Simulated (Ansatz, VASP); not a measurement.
# W10O (W(100)-(2x1)-O, hollow site): VASP beside Ansatz

One calculation is typed for both programs; each brings its own data sets. How far apart do they land? Of the first pair: The structure shown is the start of the Ansatz relaxation below; VASP solves that cell, so the two are compared at the walk's first step.

Calculated with Ansatz 0.2.0; plane waves, with VASP 6.6.1 beside it; single point at PBE.

## Step 1: Starting point

The cell holds 11 atoms: 10 W and 1 O. Cell: a = 6.320 Å, b = 3.160 Å, c = 23.963 Å, α = 90.0°, β = 90.0°, γ = 90.0°. Vacuum lies along c.

## Step 2: Ansatz: relaxation, PBE

Ansatz runs on its default PAW (the set named soft_2) files.

The two programs are compared at the cell with which this relaxation starts, whose forces are those of its first step.

File input.yaml:

```yaml
crystal:
  lattice:
    - [6.32, 0.0, 0.0]
    - [0.0, 3.16, 0.0]
    - [0.0, 0.0, 23.9630676481]
  atoms:
    - { symbol: W, position: [0.0, 0.0, 0.3547125153] }
    - { symbol: W, position: [0.5, 0.0, 0.3547125153] }
    - { symbol: W, position: [0.25, 0.5, 0.4206473123] }
    - { symbol: W, position: [0.75, 0.5, 0.4206473123] }
    - { symbol: W, position: [0.0, 0.0, 0.4865821092] }
    - { symbol: W, position: [0.5, 0.0, 0.4865821092] }
    - { symbol: W, position: [0.25, 0.5, 0.5525169062] }
    - { symbol: W, position: [0.75, 0.5, 0.5525169062] }
    - { symbol: W, position: [0.0, 0.0, 0.6184517032] }
    - { symbol: W, position: [0.5, 0.0, 0.6184517032] }
    - { symbol: O, position: [0.25, 0.5, 0.6452874847] }
kpoints:
  mp_grid: { grid: [5, 9, 1] }
hamiltonian:
  xc: pbe
scf:
  occupations: { method: fermi_dirac, width: 0.1 }
  convergence: { dr2_threshold: 1.0e-08 }
efield:
  axis: 3
  dipole_correction: true
  ramp_position: 0.97
  ramp_width: 0.06
relax:
  f_tol: 0.015
  max_steps: 90
  constraints: [{ sites: [0, 1, 2, 3] }]
output:
  write_potential: true
  write_density: true
  volumetric_format: npy
```

On the command line:

```bash
$ ansatz run input.yaml --threads 4 --pin off --max-ram 6144MiB --backend cpu --events-out ev --progress --plain --runs-dir out
```

Numbers of over 12 decimals in the logs are rounded to 6 here.

The log of the run:

```text
Engine: ansatz 0.2.0, aarch64-unknown-linux-gnu
Pseudopotentials: kind: paw
Pseudopotential: W, paw, valence charge 14, recommended cutoff 420 eV (normal), W.paw.azcp
Pseudopotential: O, paw, valence charge 6, recommended cutoff 420 eV (normal), O.paw.azcp
Functional definition: PBE
  parameter kappa = 0.804
  parameter beta = 0.066725
  exchange = pbe_x(kappa = kappa, mu = beta*pi^2/3)
  correlation = pbe_c(beta = beta)
Crystal: 11 atoms, lattice volume = 478.571 Å³
Basis set: ecut = 420 eV, 9371 PW (Γ), exchange–correlation on 90×48×324 points (8 copies of the dense FFT grid, shifted against one another)
Bands: 88, of which v1, the nominal top of the filled ones, is band 73 counted from 1 (72 counted from 0)
Symmetry: 4 space group operations
Space group: Pmm2 (ITA 25), of the structure as read, at distance tolerance 7.8e-5 Å
k-points: 15 of 45
Non-local potential: W, projectors of the file, l = 0: 3, l = 1: 2, l = 2: 2, l = 3: 1
Non-local potential: O, projectors of the file, l = 0: 2, l = 1: 2, l = 2: 1
PAW form: soft (Blöchl's): semilocal exchange-correlation on the pseudo side does not see the compensation charge
PAW one-centre angular grid: W, 590 points (default); XC on 64 Gauss nodes
PAW one-centre angular grid: O, 110 points (default); XC on 64 Gauss nodes
Initial density: superposition of atomic densities (neutral atoms: chi_scale 0, normalization atom), corrected by the library's trained network
Initial wavefunctions: pseudopotential atomic-orbital guess
Functional: x = pbe(κ = 0.804, μ = 0.219515), c = pbe(β = 0.066725)
SCF iter   1: F=—  HF=-104406.221023 eV  |F-HF|=—  |Δ(HF+E_count)|=         —  Δρ=6.00e-3  dr2=5.88e-1  ethr=1.77e-3  p=0.011 e·Å  D=4.03e-3 V/Å  ΔV_dip=-0.10 eV  dr2_dipole=1.70e-1  V_vac-E_F(+/−)=4.15/4.25 eV  ⟨swp⟩=9.3  Hψ=6566  notcnv=0
efield: sawtooth ramp at fractional position 0.9700 (set: `efield.ramp_position`, or a place that a band, a saddle search or an elastic batch's reference lends), width 0.0600; the density the first Hamiltonian is built on has a dipole p = 0.011 e·Å; the dipole correction subtracts the counter field D = 4.03e-3 V/Å, which shifts the + side's vacuum level by -0.10 eV against the − side's; the planar-averaged density in the ramp window peaks in size at 2.0e-5 e/Å³
preconditioner: auto → LDOS  [metal: Δε(μ)=0.038 eV  Ē_g=5.162 eV  σ=0.100 eV  W_gap=0.10  n_scr=86 (ndim 8)  ℏωp=13.8 eV  f_vac=0.573  D(μ)=9.29/eV (n_scr^D=40)  β→1.0]
SCF iter   2: F=—  HF=-104406.206576 eV  |F-HF|=—  |Δ(HF+E_count)|=   1.44e-2  Δρ=3.97e-3  dr2=1.93e-1  ethr=4.03e-4  p=0.055 e·Å  D=2.08e-2 V/Å  ΔV_dip=-0.50 eV  dr2_dipole=2.54e-3  V_vac-E_F(+/−)=3.75/4.25 eV  ⟨swp⟩=2.7  Hψ=2264  notcnv=0
SCF iter   3: F=—  HF=-104406.184303 eV  |F-HF|=—  |Δ(HF+E_count)|=   2.23e-2  Δρ=1.17e-3  dr2=1.81e-2  ethr=1.32e-4  p=0.052 e·Å  D=1.97e-2 V/Å  ΔV_dip=-0.47 eV  dr2_dipole=4.23e-4  V_vac-E_F(+/−)=3.79/4.26 eV  ⟨swp⟩=2.1  Hψ=2014  notcnv=0
SCF iter   4: F=—  HF=-104406.182731 eV  |F-HF|=—  |Δ(HF+E_count)|=   1.57e-3  Δρ=2.47e-4  dr2=4.73e-4  ethr=1.24e-5  p=0.057 e·Å  D=2.15e-2 V/Å  ΔV_dip=-0.52 eV  dr2_dipole=7.23e-6  V_vac-E_F(+/−)=3.74/4.26 eV  ⟨swp⟩=2.2  Hψ=1802  notcnv=0
SCF iter   5: F=—  HF=-104406.182818 eV  |F-HF|=—  |Δ(HF+E_count)|=   8.67e-5  Δρ=9.64e-5  dr2=6.43e-5  ethr=3.24e-7  p=0.059 e·Å  D=2.23e-2 V/Å  ΔV_dip=-0.53 eV  dr2_dipole=4.11e-7  V_vac-E_F(+/−)=3.72/4.25 eV  ⟨swp⟩=3.7  Hψ=2905  notcnv=0
SCF iter   6: F=—  HF=-104406.182819 eV  |F-HF|=—  |Δ(HF+E_count)|=   1.37e-6  Δρ=4.30e-5  dr2=1.74e-5  ethr=4.41e-8  p=0.060 e·Å  D=2.27e-2 V/Å  ΔV_dip=-0.54 eV  dr2_dipole=2.09e-7  V_vac-E_F(+/−)=3.71/4.26 eV  ⟨swp⟩=2.4  Hψ=2270  notcnv=0
SCF iter   7: F=—  HF=-104406.182825 eV  |F-HF|=—  |Δ(HF+E_count)|=   5.77e-6  Δρ=1.06e-5  dr2=9.41e-7  ethr=1.19e-8  p=0.060 e·Å  D=2.28e-2 V/Å  ΔV_dip=-0.55 eV  dr2_dipole=1.34e-9  V_vac-E_F(+/−)=3.71/4.26 eV  ⟨swp⟩=2.7  Hψ=2507  notcnv=0
SCF iter   8: F=—  HF=-104406.183205 eV  |F-HF|=—  |Δ(HF+E_count)|=   3.80e-4  Δρ=3.79e-6  dr2=1.83e-7  ethr=6.45e-10  p=0.060 e·Å  D=2.28e-2 V/Å  ΔV_dip=-0.55 eV  dr2_dipole=8.93e-9  V_vac-E_F(+/−)=3.71/4.26 eV  ⟨swp⟩=2.3  Hψ=1885  notcnv=0
SCF iter   9: F=—  HF=-104406.183205 eV  |F-HF|=—  |Δ(HF+E_count)|=   1.14e-7  Δρ=1.23e-6  dr2=1.58e-8  ethr=1.26e-10  p=0.060 e·Å  D=2.29e-2 V/Å  ΔV_dip=-0.55 eV  dr2_dipole=1.96e-9  V_vac-E_F(+/−)=3.71/4.26 eV  ⟨swp⟩=2.3  Hψ=1858  notcnv=0
SCF iter  10: F=-104406.183205 eV  HF=-104406.183205 eV  |F-HF|=1.22e-9  |Δ(HF+E_count)|=   2.07e-8  Δρ=5.59e-7  dr2=4.55e-9  ethr=6.85e-12  p=0.060 e·Å  D=2.29e-2 V/Å  ΔV_dip=-0.55 eV  dr2_dipole=1.50e-10  V_vac-E_F(+/−)=3.71/4.26 eV  ⟨swp⟩=11.5  Hψ=9865  notcnv=0
SCF 1 converged in 10 iterations: F = -104406.183205 eV  dr2 = 4.55e-9
  greatest PAW one-centre occupation: 1.000 electrons in one spin orbital (limit 2), on the W atom at site 1 (counted from 0), in its partial waves of l = 0
[...]
relax step  10: F+E_penalty+E_count = -104406.30536124 eV  Δ(F+E_penalty+E_count) = -1.675e-3 eV  max|allowed force component| = 1.452e-2 eV/Å  Δτ_max = 0.0195 Å  (8 SCF iters, accepted)
NSCF: frozen V_eff on 15 k-points
the band table was solved once a step of the walk had ended and its energy, with any forces and stress, was formed, with the checks that follow a solve (6103 applications of the Hamiltonian). They found nothing against the state; the energy, forces and stress were not computed again (output.eigenvalues in the input reference)
WARN: The output density's exchange-correlation potential varies sharply where the density is thin. Do not read a vacuum level from v_tot or v_xc, or from such a field of the output density. On a cell that repeats whose density bears no net charge and no dipole along the vacuum's axis use v_es (v_loc + v_h of the components); under efield.dipole_correction with no amplitude use v_es + v_field, which holds any externa [...]
SCF converged after 8 iterations
Free energy (F): -104406.305361 eV
Harris-Foulkes:  -104406.305361 eV  (|F-HF|=1.78e-8)
Internal energy: -104405.990664 eV  (E = F + TS)
E sigma→0 (E₀):  -104406.148013 eV
Entropy (-TS):   -0.314697 eV (-28.609 meV/atom)
Fermi energy:    5.020266 eV
Dipole field:    D = 0.006911 V/Å  (p = 0.018278 e·Å, saw-weighted, corrected)
Work function:   Φ+ = 4.0641 eV   Φ− = 4.2297 eV
Levels:          The Fermi level and band energies are counted from a zero that moves with the ramp; work functions are not
--- Per-component energies (eV) ---
  E_band       = -3289.919376
  E_kinetic    = 4651.410435
  E_local      = -174427.033148  (includes V_loc(G=0)·N_el)
  E_nonlocal   = 62.426832
  E_hartree    = 85085.659055
  E_xc         = -2728.726350
  E_vxc        = -2462.979563  (∫ρ·V_xc dr)
  E_paw        = -85782.989337  (= ΣΔE_a)
  E_vpaw       = -1285.207141  (= ΣTr[D̂ρ^β])
  E_aug_tail   = 0.001777  (compensation charges beyond the density's cutoff)
  E_efield     = 0.000063  (sawtooth field / dipole correction)
  E_vefield    = 0.154699  (∫n·V_field dr)
  E_ewald      = 68733.260009
  E_smearing   = -0.314697  (= −TS)
  E_closure    = 0.000000  (closes the sum)
  Σ components = -104406.305361   (vs F -104406.305361, Δ=0.00e0)
--- Forces (eV/Å), atoms counted from 1 ---
  atom   1  W     -0.08117345     0.00000000     1.37332751
  atom   2  W      0.08117345     0.00000000     1.37332751
  atom   3  W     -0.00000000     0.00000000    -1.19863045
  atom   4  W     -0.00000000     0.00000000    -1.55113326
  atom   5  W     -0.00235848     0.00000000     0.00565170
  atom   6  W      0.00235848     0.00000000     0.00565170
  atom   7  W     -0.00000000     0.00000000    -0.00261911
  atom   8  W      0.00000000     0.00000000     0.00548079
  atom   9  W     -0.01451521     0.00000000    -0.00229869
  atom  10  W      0.01451521     0.00000000    -0.00229869
  atom  11  O     -0.00000000     0.00000000    -0.00640104
  max |Σ_I F_I| component: 5.80e-5 eV/Å
--- Band table (eV; the first three rows and the last of 15) ---
  k-point 0: bands = [... 69 lower, 4.3287, 4.5016, 4.5314, 4.7283, 5.0062, 5.0791, 5.1924, 5.3990, ... 11 higher]
  k-point 1: bands = [... 69 lower, 4.4514, 4.5500, 4.6563, 4.7916, 4.8999, 5.1022, 5.1333, 5.3616, ... 11 higher]
  k-point 2: bands = [... 69 lower, 4.1876, 4.2470, 4.6166, 4.8095, 5.0939, 5.2266, 5.6079, 5.6440, ... 11 higher]
  k-point 14: bands = [... 69 lower, 4.1239, 4.7143, 5.0356, 5.3295, 5.7126, 5.8149, 5.9391, 6.0155, ... 11 higher]
--- Relaxed structure (10 steps of the walk, 8 accepted, 0 SCFs on fresh bases) ---
  F+E_penalty+E_count = -104406.30536124 eV   max|allowed force component| = 1.452e-2 eV/Å
  atoms:
    - { symbol: W, position: [0.0, 0.0, 0.3547125153] }
    - { symbol: W, position: [0.500000, 0.0, 0.3547125153] }
    - { symbol: W, position: [0.250000, 0.500000, 0.4206473123] }
    - { symbol: W, position: [0.75, 0.500000, 0.4206473123] }
    - { symbol: W, position: [0.00236454, 0.0, 0.487648] }
    - { symbol: W, position: [0.497635, 0.0, 0.487648] }
    - { symbol: W, position: [0.250000, 0.500000, 0.553874] }
    - { symbol: W, position: [0.75, 0.500000, 0.553939] }
    - { symbol: W, position: [-0.028837, 0.0, 0.619410] }
    - { symbol: W, position: [0.528837, 0.0, 0.619410] }
    - { symbol: O, position: [0.250000, 0.500000, 0.641594] }
```

(Part 1 of 3 ends here.)

[Lines on the potential files, build, host, timing and source positions are cut from VASP's logs without a mark.]

[Logs are printed without paths, hosts, clocks, repeated set-up lines and the standing remarks that a program may print on its own settings, such as how far it seeks lower states.]

[Hosts, paths, dates, database ids (printed as entryN), source tags and the programs' standing remarks are cut or masked in the printed files.]
